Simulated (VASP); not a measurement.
Zn (hcp): the cohesive energy from VASP (plane waves, PAW) at several levels of theory. Atoms are spin-polarised in a large box without symmetry, with the spin fixed by Hund's rule, and may not be in the lowest state of each functional; no zero-point energy is added.

```
level   cohesive energy (eV/atom)  error against measurement
------  -------------------------  -------------------------
LDA                          1.88                    +36.3 %
PBE                          1.10                    -20.1 %
PBEsol                       1.58                    +14.2 %
```

Measured: 1.38 eV/atom at 0 K (as given by Subrata Jana et al., The Journal of Chemical Physics (2018), arXiv:1807.00350; finite-temperature (and zero-point) corrections as in the cited sets).

The cell of the LDA run:

```xyz
2
Lattice="1.2890 -2.2327 0.0000 1.2890 2.2327 0.0000 0.0000 0.0000 4.7420" Properties=species:S:1:pos:R:3 pbc="T T T"
Zn     1.2890     0.7442     1.1855
Zn     1.2890    -0.7442     3.5565
```

Only levels that ran to the end are used. Left out are those held back, those with too coarse a band path, GW runs whose mesh misses a band edge, hybrids' fits of cells that aren't cubic and levels without matching references; a question may draw on a part of the rest.

The compound is Zn in the hcp structure.
